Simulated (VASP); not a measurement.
MgH$_{2}$ (rutile): the lattice constant a from VASP (plane waves, PAW) at several levels of theory. Static lattice.

```csv
level,lattice constant a (Å)
LDA,4.416
PBEsol,4.474
SCAN,4.469
r2SCAN,4.478
```

The cell of the LDA run:

```yaml
crystal:
  lattice:
    - [4.41586, 0.00000, 0.00000]
    - [0.00000, 4.41586, 0.00000]
    - [0.00000, 0.00000, 2.96904]
  atoms:
    - { symbol: Mg, position: [0.00000, 0.00000, 0.00000] }
    - { symbol: Mg, position: [0.50000, 0.50000, 0.50000] }
    - { symbol: H, position: [0.30432, 0.30432, 0.00000] }
    - { symbol: H, position: [0.80432, 0.19568, 0.50000] }
    - { symbol: H, position: [0.19568, 0.80432, 0.50000] }
    - { symbol: H, position: [0.69568, 0.69568, 0.00000] }
```

Only levels that ran to the end are used. Left out are those held back, those with too coarse a band path, GW runs whose mesh misses a band edge, hybrids' fits of cells that aren't cubic and levels without matching references; a question may draw on a part of the rest.

The compound is MgH2 in the rutile structure.
